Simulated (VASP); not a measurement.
Computed with optB88-vdW, VASP's PBE PAW potentials (set 64) (plane waves; VASP).

VASP ran on this input.

KPOINTS:
```
k-points along high-symmetry lines
15
Line-mode
Reciprocal
  0.000000   0.000000   0.000000 ! GAMMA
  0.000000   0.500000   0.000000 ! X

  0.000000   0.500000   0.000000 ! X
  0.500000   0.500000   0.000000 ! M

  0.500000   0.500000   0.000000 ! M
  0.000000   0.000000   0.000000 ! GAMMA

  0.000000   0.000000   0.000000 ! GAMMA
  0.500000   0.500000   0.500000 ! R

  0.500000   0.500000   0.500000 ! R
  0.000000   0.500000   0.000000 ! X

  0.500000   0.500000   0.500000 ! R
  0.500000   0.500000   0.000000 ! M
```

INCAR:
```
! general
SYSTEM  =TiCo
PREC    =Accurate
ENCUT   =520
LREAL   =.FALSE.
LASPH   =.TRUE.
ICHARG  =11

! electronic loop
EDIFF   =1E-7
NELM    =100
ALGO    =Normal
LMAXMIX =4

! smearing
ISMEAR  =0
SIGMA   =0.05

! functional
GGA     =BO
LUSE_VDW=.TRUE.
AGGAC   =0.0
PARAM1  =0.1833333333
PARAM2  =0.22

! output
LWAVE   =.FALSE.
LCHARG  =.FALSE.
LORBIT  =11
```

File POSCAR:
```
TiCo
1
    2.9594692313     0.0000000000     0.0000000000
    0.0000000000     2.9594692313     0.0000000000
    0.0000000000     0.0000000000     2.9594692313
Ti Co
1 1
Direct
  0.0000000000   0.0000000000   0.0000000000
  0.5000000000   0.5000000000   0.5000000000
```

POTCAR, in this order: Ti_sv Co (PBE.64 set). Program: vasp_std. Read from the step before: CHGCAR.

What VASP printed:

File OSZICAR:
```
       N       E                     dE             d eps       ncg     rms          rms(c)
DAV:   1     0.158409389755E+03    0.15841E+03   -0.10763E+04  2520   0.192E+03
DAV:   2    -0.100409853112E+01   -0.15941E+03   -0.15659E+03  2610   0.413E+02
DAV:   3    -0.100794213229E+02   -0.90753E+01   -0.89795E+01  4050   0.106E+02
DAV:   4    -0.103335092088E+02   -0.25409E+00   -0.25331E+00  2980   0.144E+01
DAV:   5    -0.103457143753E+02   -0.12205E-01   -0.12204E-01  3730   0.278E+00
DAV:   6    -0.103458664585E+02   -0.15208E-03   -0.15208E-03  3008   0.317E-01
DAV:   7    -0.103458716927E+02   -0.52342E-05   -0.52352E-05  3912   0.530E-02
DAV:   8    -0.103458717673E+02   -0.74556E-07   -0.74417E-07  2974   0.605E-03
   1 F= -.10345872E+02 E0= -.10343151E+02  d E =-.544179E-02
```

OUTCAR:
```
 val. band max:        9.9075819303   @ k =   0.3571   0.5000   0.0000

 cond. band min:       9.9283526488   @ k =   0.2143   0.5000   0.0000



 k-point     1 :       0.0000    0.0000    0.0000
  band No.  band energies     occupation
      1     -46.9326      2.00000
      2     -23.1307      2.00000
      3     -23.1307      2.00000
      4     -23.1307      2.00000
      5       2.4962      2.00000
      6       6.2854      2.00000
      7       6.2854      2.00000
      8       8.6121      2.00000
      9       8.6121      2.00000
     10       8.6121      2.00000
     11      10.9134      0.00000
     12      10.9134      0.00000
     13      12.8498      0.00000
     14      12.8498      0.00000

 k-point     2 :       0.0000    0.0357    0.0000
  band No.  band energies     occupation
      1     -46.9321      2.00000
      2     -23.1348      2.00000
      3     -23.1304      2.00000
      4     -23.1304      2.00000
      5       2.5222      2.00000
      6       6.2971      2.00000
      7       6.2980      2.00000
      8       8.6104      2.00000
      9       8.6104      2.00000
     10       8.6170      2.00000
     11      10.8999      0.00000
     12      10.9190      0.00000
     13      12.8130      0.00000
     14      12.8159      0.00000

 k-point     3 :       0.0000    0.0714    0.0000
  band No.  band energies     occupation
      1     -46.9308      2.00000
      2     -23.1471      2.00000
      3     -23.1295      2.00000
      4     -23.1295      2.00000
      5       2.5996      2.00000
      6       6.3319      2.00000
      7       6.3348      2.00000
      8       8.6053      2.00000
      9       8.6053      2.00000
     10       8.6313      2.00000
     11      10.8597      0.00000
     12      10.9349      0.00000
     13      12.7075      0.00000
     14      12.7094      0.00000

 k-point     4 :       0.0000    0.1071    0.0000
  band No.  band energies     occupation
      1     -46.9286      2.00000
...
```

The density is held fixed in this step, so its total energy and stress have no physical meaning.

The compound is TiCo in the CsCl type structure. It was relaxed first. The run is not spin-polarised, so no magnetic state was tried. The electron count is odd and the run is not spin-polarised, which forces a metal.
